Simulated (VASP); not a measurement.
Computed with PBE GGA with D3 dispersion (zero damping), VASP's PBE PAW potentials (set 64) (plane waves; VASP 6.6.1).

The input files of a VASP run:

**KPOINTS**
```
Automatic mesh
0
Gamma
10 10 10
0 0 0
```

**INCAR**
```
# general
SYSTEM=K
PREC  =Accurate
ENCUT =520   # plane-wave cut-off (eV)
LREAL =F
LASPH =T   # aspherical one-centre terms

# electronic loop
EDIFF =1E-7   # SCF stop (eV)
NELM  =100   # most electronic steps
ALGO  =Normal   # blocked Davidson

# smearing
ISMEAR=1   # Methfessel-Paxton
SIGMA =0.1   # width (eV)

# functional
GGA   =PE   # PBE
IVDW  =11   # D3, zero damping

# ions
ISIF  =2

# output
LWAVE =F
LCHARG=F
```

POSCAR:
```
K
1
   -2.6367266963     2.6367266963     2.6367266963
    2.6367266963    -2.6367266963     2.6367266963
    2.6367266963     2.6367266963    -2.6367266963
K
1
Direct
  0.0000000000   0.0000000000   0.0000000000
```

POTCAR, in this order: K_sv (PBE.64 set). Program: vasp_std.

Problem. Predict the energy per atom (σ→0), dispersion energy, band gap (on the k-mesh).

Solution. 
```yaml
energy per atom (σ→0): -1.171 eV/atom
dispersion_energy: -12.3 kJ/mol
band gap (on the k-mesh): none (metal, semimetal or under 0.01 eV)
```

**OSZICAR**
```
...
DAV:   5    -0.104348803310E+01   -0.33204E-03   -0.33204E-03  1240   0.275E-01    0.200E+00
DAV:   6    -0.104363380268E+01   -0.14577E-03   -0.14051E-03  1216   0.285E-01    0.124E+00
DAV:   7    -0.104404711636E+01   -0.41331E-03   -0.29464E-03  1176   0.414E-01    0.535E-02
DAV:   8    -0.104410596482E+01   -0.58848E-04   -0.12575E-04  1152   0.157E-01    0.184E-02
DAV:   9    -0.104411952158E+01   -0.13557E-04   -0.13595E-05  1104   0.323E-02    0.648E-03
DAV:  10    -0.104411867811E+01    0.84347E-06   -0.23815E-06  1272   0.143E-02    0.131E-03
DAV:  11    -0.104411867464E+01    0.34709E-08   -0.42660E-08   912   0.256E-03
   1 F= -.11713210E+01 E0= -.11709727E+01  d E =-.104483E-02
```

The compound is K in the bcc structure. This cell is one point of a volume scan, at 1.03 of the reference volume.
